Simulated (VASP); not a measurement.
These are PBE GGA, VASP's PBE PAW potentials (set 64) (plane waves; VASP) values and carry that method's errors.

A VASP calculation is set up with these files.

File KPOINTS:
```
Automatic mesh
0
gamma
 14 14 8
0 0 0
```

### INCAR
```
SYSTEM = Tc
PREC = Accurate
ENCUT = 400
EDIFF = 1E-6
NELM = 100
ALGO = Normal
LREAL = .FALSE.
LASPH = .TRUE.
ISMEAR = 1
SIGMA = 0.1
GGA = PE
LMAXMIX = 4
LWAVE = .FALSE.
LCHARG = .FALSE.
IBRION = 2
ISIF = 3
NSW = 60
EDIFFG = -0.01
```

**POSCAR**
```
Tc
1
    1.3700000000    -2.3729100000     0.0000000000
    1.3700000000     2.3729100000     0.0000000000
    0.0000000000     0.0000000000     4.3900000000
Tc
2
Direct
  0.3333330000   0.6666670000   0.2500000000
  0.6666670000   0.3333330000   0.7500000000
```

POTCAR, in this order: Tc_pv (PBE.64 set). Program: vasp_std.

Output of the run:

OUTCAR:
```
 ion  position               nearest neighbor table
   1  0.333  0.667  0.250-   2 2.71   2 2.71   2 2.71   2 2.71   2 2.71   2 2.71
   2  0.667  0.333  0.750-   1 2.71   1 2.71   1 2.71   1 2.71   1 2.71   1 2.71
  LATTYP: Found a hexagonal cell.
 ALAT       =     2.7400003409
 C/A-ratio  =     1.6021895817
 Subroutine PRICEL returns:
 Original cell was already a primitive cell.
 Subroutine GETGRP returns: Found 24 space group operations
The static configuration has the point symmetry D_3d.
 The point group associated with its full space group is D_6h.
The dynamic configuration has the point symmetry D_3d.
 Subroutine INISYM returns: Found 24 space group operations
 Subroutine IBZKPT returns following result:
 Found    120 irreducible k-points:

 Following reciprocal coordinates:
            Coordinates               Weight
  0.000000  0.000000  0.000000      1.000000
  0.071429  0.000000  0.000000      6.000000
  0.142857  0.000000  0.000000      6.000000
  0.214286 -0.000000  0.000000      6.000000
  0.285714 -0.000000  0.000000      6.000000
  0.357143 -0.000000  0.000000      6.000000
  0.428571 -0.000000  0.000000      6.000000
  0.500000  0.000000  0.000000      3.000000
  0.071429  0.071429  0.000000      6.000000
  0.142857  0.071429  0.000000     12.000000
  0.214286  0.071429  0.000000     12.000000
  0.285714  0.071429  0.000000     12.000000
  0.357143  0.071429  0.000000     12.000000
  0.428571  0.071429  0.000000     12.000000
  0.142857  0.142857  0.000000      6.000000
  0.214286  0.142857  0.000000     12.000000
  0.285714  0.142857  0.000000     12.000000
  0.357143  0.142857  0.000000     12.000000
  0.428571  0.142857  0.000000      6.000000
  0.214286  0.214286  0.000000      6.000000
  0.285714  0.214286  0.000000     12.000000
  0.357143  0.214286  0.000000     12.000000
...
```

**OSZICAR**
```
       N       E                     dE             d eps       ncg     rms          rms(c)
DAV:   1     0.274743833130E+03    0.27474E+03   -0.14717E+04  4168   0.131E+03
DAV:   2    -0.153437534893E+02   -0.29009E+03   -0.28708E+03  4461   0.414E+02
DAV:   3    -0.220725106880E+02   -0.67288E+01   -0.65783E+01  4887   0.736E+01
DAV:   4    -0.221461667478E+02   -0.73656E-01   -0.72850E-01  4489   0.696E+00
DAV:   5    -0.221467252118E+02   -0.55846E-03   -0.55838E-03  4627   0.636E-01    0.237E+01
DAV:   6    -0.208600781960E+02    0.12866E+01   -0.31184E+00  4324   0.175E+01    0.740E+00
DAV:   7    -0.207080735587E+02    0.15200E+00   -0.59303E-01  4672   0.690E+00    0.883E-01
DAV:   8    -0.206986346057E+02    0.94390E-02   -0.10786E-02  4202   0.115E+00    0.291E-01
DAV:   9    -0.206985675921E+02    0.67014E-04   -0.51351E-04  4792   0.191E-01    0.211E-02
DAV:  10    -0.206985635146E+02    0.40775E-05   -0.15469E-05  4313   0.341E-02    0.911E-03
DAV:  11    -0.206985626335E+02    0.88107E-06   -0.53425E-07  2175   0.795E-03
   1 F= -.20698563E+02 E0= -.20698168E+02  d E =-.206986E+02
       N       E                     dE             d eps       ncg     rms          rms(c)
DAV:   1    -0.208469411206E+02   -0.14838E+00   -0.44515E+00  4232   0.256E+01    0.407E+00
DAV:   2    -0.206958321038E+02    0.15111E+00   -0.45203E-01  4259   0.685E+00    0.597E-01
DAV:   3    -0.206901013281E+02    0.57308E-02   -0.49387E-02  4480   0.208E+00    0.569E-01
DAV:   4    -0.206926651608E+02   -0.25638E-02   -0.23823E-03  4139   0.382E-01    0.825E-02
DAV:   5    -0.206926876077E+02   -0.22447E-04   -0.57929E-04  4511   0.225E-01    0.409E-02
DAV:   6    -0.206927029908E+02   -0.15383E-04   -0.48702E-05  4117   0.595E-02    0.480E-03
DAV:   7    -0.206927033741E+02   -0.38330E-06   -0.43837E-07  2290   0.546E-03
   2 F= -.20692703E+02 E0= -.20692271E+02  d E =0.585926E-02
       N       E                     dE             d eps       ncg     rms          rms(c)
DAV:   1    -0.207858971249E+02   -0.93194E-01   -0.24458E+00  4216   0.187E+01    0.320E+00
DAV:   2    -0.207008439048E+02    0.85053E-01   -0.25081E-01  4244   0.518E+00    0.445E-01
DAV:   3    -0.206977240252E+02    0.31199E-02   -0.26296E-02  4491   0.153E+00    0.462E-01
DAV:   4    -0.206992297874E+02   -0.15058E-02   -0.11904E-03  4158   0.280E-01    0.284E-02
DAV:   5    -0.206993099919E+02   -0.80204E-04   -0.26294E-04  4536   0.148E-01    0.198E-02
DAV:   6    -0.206993136489E+02   -0.36570E-05   -0.22198E-05  4189   0.433E-02    0.687E-03
DAV:   7    -0.206993132815E+02    0.36746E-06   -0.39367E-07  2145   0.609E-03
   3 F= -.20699313E+02 E0= -.20698907E+02  d E =-.750648E-03
```

OUTCAR:
```
------------------------ aborting loop because EDIFF is reached ----------------------------------------
  FORCE on cell =-STRESS in cart. coord.  units (eV):
  Direction    XX          YY          ZZ          XY          YZ          ZX
  --------------------------------------------------------------------------------------
  Total        0.0048756      0.0048756     -0.0062366      0.0000000      0.0000000      0.0000000
  in kB        0.2722362      0.2722363     -0.3482336      0.0000000      0.0000000      0.0000000
  external PRESSURE =       0.0654130 kB  Pullay stress =       0.0000000 kB
  volume of cell :       28.69
      direct lattice vectors                 reciprocal lattice vectors
     1.372462094 -2.377174474  0.000000000     0.364308787 -0.210333741  0.000000000
     1.372462094  2.377174474 -0.000000000     0.364308787  0.210333741  0.000000000
    -0.000000000  0.000000000  4.397421611     0.000000000  0.000000000  0.227405987
 POSITION                                       TOTAL-FORCE (eV/Angst)
 -----------------------------------------------------------------------------------
      1.37246      0.79239      1.09936         0.000000      0.000000      0.000000
      1.37246     -0.79239      3.29807        -0.000000     -0.000000      0.000000
 -----------------------------------------------------------------------------------
    total drift:                               -0.000027      0.000619     -0.000043
  FREE ENERGIE OF THE ION-ELECTRON SYSTEM (eV)
  ---------------------------------------------------
  free  energy   TOTEN  =       -20.6993132815 eV

  energy  without entropy=      -20.6980952015  energy(sigma->0) =      -20.69890725

 reached required accuracy - stopping structural energy minimisation
```
(Selected blocks of OUTCAR.)

### CONTCAR
```
Tc
   1.00000000000000
     1.3724620937109762   -2.3771744735226452    0.0000000000000000
     1.3724620937109762    2.3771744735226452   -0.0000000000000000
    -0.0000000000000000    0.0000000000000000    4.3974216113294196
  Tc
     2
Direct
     0.3333330000000032    0.6666669999999968    0.2500000000000000
     0.6666669999999968    0.3333330000000032    0.7500000000000000
```

The compound is Tc in the hcp structure. This run relaxes it. Symmetry was kept, so distortions that lower it aren't found.
